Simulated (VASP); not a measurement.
The system is C3H4, in a box.

```
C H
1.0
    14.19329    0.00000    0.00000
     0.00000   14.69329    0.00000
     0.00000    0.00000   15.19329
C H
3 4
Direct
  0.42837 0.50030 0.58881
  0.47970 0.50249 0.52519
  0.54126 0.50518 0.44886
  0.38304 0.49838 0.64501
  0.54171 0.57336 0.41881
  0.51814 0.45633 0.39834
  0.61422 0.48807 0.46700
```

Base run:

| Item | Value |
| --- | --- |
| Program | VASP 6.6.1 |
| Functional | rev-vdW-DF2 |
| Potentials or basis | VASP PAW PBE potentials, release 64 (C, H) |
| Cutoff | 400 eV |
| k mesh | 1 × 1 × 1 |
| Occupations | gaussian, width 0.01 eV |
| Spin | no spin polarisation |

Its results: gap between the frontier levels 5.74 eV; largest force 0.198 eV/Å.

Q: After a change of settings the same cell gave: gap between the frontier levels 5.93 eV; largest force 0.011 eV/Å. Which change was it?
A. functional from rev-vdW-DF2 to r2SCAN; dispersion from none to rVV10
B. functional from rev-vdW-DF2 to optB86b-vdW
C. functional from rev-vdW-DF2 to PBE
D. functional from rev-vdW-DF2 to LDA; potentials or basis from VASP PAW PBE potentials, release 64 (C, H) to VASP PAW LDA potentials, release 64 (C, H)

A: C.

Caveats: the standard files for N, O and F lose accuracy on very short bonds; the PAW data sets were made with another functional, which shifts forces and pressure a little (some runs).
